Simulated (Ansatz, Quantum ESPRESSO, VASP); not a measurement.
Mg (P6_3/mmc, 2 atoms in the cell) computed with different codes at matched settings

Self-consistent single point, at a second geometry (lattice scaled by 0.98). First geometry:

```yaml
crystal:
  lattice:
    - [1.64352, -2.84666, 0.00000]
    - [1.64352, 2.84666, 0.00000]
    - [0.00000, 0.00000, 5.33504]
  atoms:
    - { symbol: Mg, position: [0.33333, 0.66667, 0.25000] }
    - { symbol: Mg, position: [0.66667, 0.33333, 0.75000] }
```

Shared settings, as Ansatz (a program for electronic structure) writes them: kpoints.mp_grid.grid = 12 12 6; scf.occupations.method = fermi_dirac; scf.occupations.width = 0.1 eV. Potentials and cutoffs stand in the table.

```csv
code,model,ΔF from the first geometry (meV/atom),pressure (GPa),cutoff
VASP,"PBE, VASP's PBE PAW potentials (set 64)",-16.6,-0.91,300 eV
Ansatz,"PBE, default PAW files",-15.5,-0.78,420 eV
Quantum ESPRESSO,"PBE, SSSP 1.1.2 efficiency (PBE) pseudopotentials",-16.6,-0.90,35 Ry
```

The spread over the programs that give each value: ΔF from the first geometry within 1.1 meV/atom; pressure within 0.13 GPa.

Ansatz's pressure is given at a fixed set of plane waves, as the other plane-wave codes print theirs.

VASP's run is marked for a possible Pulay error in its stress at this cutoff; no cutoff test was made.

The starting cell has typed, rounded lattice constants, without a prior relaxation at this level. Its lattice was rescaled by a random factor within 2.5 % of one. For this run, on top of that: lattice scaled by 0.98.

Left out of this page: ABINIT, GPAW, Elk, FLEUR and SIESTA (not drawn, or without a comparable value); CP2K (unsound by tests on forces, stress, charge or solver warnings).

Keys are those of Ansatz 0.2.
